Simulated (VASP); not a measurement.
```yaml
crystal:
  lattice:
    - [0.00000, 1.76792, 1.76792]
    - [1.76792, 0.00000, 1.76792]
    - [1.76792, 1.76792, 0.00000]
  atoms:
    - { symbol: C, position: [0.00000, 0.00000, 0.00000] }
    - { symbol: C, position: [0.25000, 0.25000, 0.25000] }
```

The numbers are results of LDA (Ceperley-Alder, Perdew-Zunger), VASP's LDA PAW potentials (set 64) (plane waves; VASP), not measurements. Run with 520 eV cut-off, Gaussian smearing of 0.050 eV, potentials C.

**Question.** Predict the band gap (along the path) with the smallest direct gap where there is one.

**Answer.** 
```json
{
 "band gap (along the path)": "4.16 eV",
 "smallest direct gap (along the path)": "5.62 eV"
}
```

The compound is C in the diamond structure. It was relaxed first.
